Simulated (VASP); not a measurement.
Level of theory: RPBE GGA, VASP's PBE PAW potentials (set 64) (plane waves; VASP). For the first row: Numerical set-up: 520 eV cut-off, 11×11×9 Γ-centred mesh, first-order Methfessel-Paxton smearing of 0.10 eV, potentials Mg B.

```json
[
 {"system": "MgB2 (AlB2 type)", "energy (eV/atom)": "-4.8393"},
 {"system": "Mg atom", "energy (eV/atom)": "-0.0029"},
 {"system": "B atom", "energy (eV/atom)": "-0.5708"}
]
```

Atoms are spin-polarised in a large box without symmetry, with the spin fixed by Hund's rule, and may not be in the lowest state of each functional; no zero-point energy is added.

Task: What is the cohesive energy per atom of MgB$_{2}$?

Result: The references average (1×(-0.0029) + 2×(-0.5708))/3 = -0.3815 eV, so the cohesive energy is -0.3815 − (-4.8393) = 4.458 eV/atom.
